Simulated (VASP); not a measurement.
Input:

```
CELL_PARAMETERS angstrom
      1.58054    -2.73758     0.00000
      1.58054     2.73758     0.00000
      0.00000     0.00000    12.31598
ATOMIC_POSITIONS crystal
  Mo 0.33333 0.66667 0.25000
  Mo 0.66667 0.33333 0.75000
  S  0.33333 0.66667 0.87696
  S  0.66667 0.33333 0.37696
  S  0.66667 0.33333 0.12304
  S  0.33333 0.66667 0.62304
```

Computed with PBE GGA with D3 dispersion (zero damping), VASP's PBE PAW potentials (set 64) (plane waves; VASP). Settings: 520 eV cut-off, 9×9×2 Γ-centred mesh, tetrahedra with Blöchl corrections, potentials Mo_sv S.

The cores are frozen, which limits the accuracy of field gradients.

Task: Give the principal components of the electric field gradient (V/Å²) and the asymmetry η at each nucleus.

Result: 
```json
[
 {"atom": "Mo1", "Vxx": "39.4", "Vyy": "39.4", "Vzz": "-78.8", "η": "0.00"},
 {"atom": "Mo2", "Vxx": "39.4", "Vyy": "39.4", "Vzz": "-78.8", "η": "0.00"},
 {"atom": "S3", "Vxx": "26.0", "Vyy": "26.0", "Vzz": "-52.0", "η": "0.00"},
 {"atom": "S4", "Vxx": "26.0", "Vyy": "26.0", "Vzz": "-52.0", "η": "0.00"},
 {"atom": "S5", "Vxx": "26.0", "Vyy": "26.0", "Vzz": "-52.0", "η": "0.00"},
 {"atom": "S6", "Vxx": "26.0", "Vyy": "26.0", "Vzz": "-52.0", "η": "0.00"}
]
```

The compound is MoS2 in the 2H layered structure. It was relaxed first.
